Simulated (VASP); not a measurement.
The system is Si2Mo.

```
Si Mo
1.0
    -1.60000    1.60000    3.93050
     1.60000   -1.60000    3.93050
     1.60000    1.60000   -3.93050
Si Mo
2 1
Cartesian
  0.0000 0.0000 2.6177
  0.0000 0.0000 5.2433
  0.0000 0.0000 0.0000
```

```yaml
Program: VASP 6.6.1
Task: relaxation of cell and atoms
Functional: PBE
Dispersion: D3(BJ)
Potentials_or_basis: VASP PAW PBE potentials, release 64 (Si, Mo_sv)
Cutoff: 520 eV
k_mesh: 18 × 18 × 18
Occupations: gaussian, width 0.1 eV
Spin: no spin polarisation
```

At the start: pressure -4.7 GPa; volume 13.42 Å³/atom.

Question: How do energy, volume and symmetry change on relaxing?

Answer: Over 11 steps the energy falls by 5.5 meV/atom and the volume is 13.14 Å³/atom (-2.1 %); space group I4/mmm (No. 139, to 0.05 Å).

Step by step:
```csv
step,energy change (eV),largest force (eV/Å),pressure (GPa),volume (Å³)
1,0.0000,0.2821,-4.73,40.25
2,0.0236,0.1127,9.09,37.99
3,-0.0153,0.1448,0.21,39.35
4,-0.0153,0.1418,0.31,39.34
5,-0.0164,0.0130,0.12,39.39
6,-0.0164,0.0017,0.10,39.39
7,-0.0164,0.0034,-0.13,39.44
8,-0.0164,0.0005,0.00,39.41
9,-0.0164,0.0007,-0.01,39.41
10,-0.0164,0.0007,-0.01,39.41
11,-0.0164,0.0003,0.00,39.41
```

Final structure:
```yaml
crystal:
  lattice:
    - [-1.58978, 1.58978, 3.89846]
    - [1.58978, -1.58978, 3.89846]
    - [1.58978, 1.58978, -3.89846]
  atoms:
    - { symbol: Si, position: [0.33459, 0.33459, 0.00000] }
    - { symbol: Si, position: [0.66541, 0.66541, 0.00000] }
    - { symbol: Mo, position: [0.00000, 0.00000, 0.00000] }
```

Caveat: pairwise dispersion overbinds metals, which lowers pressure and volume.
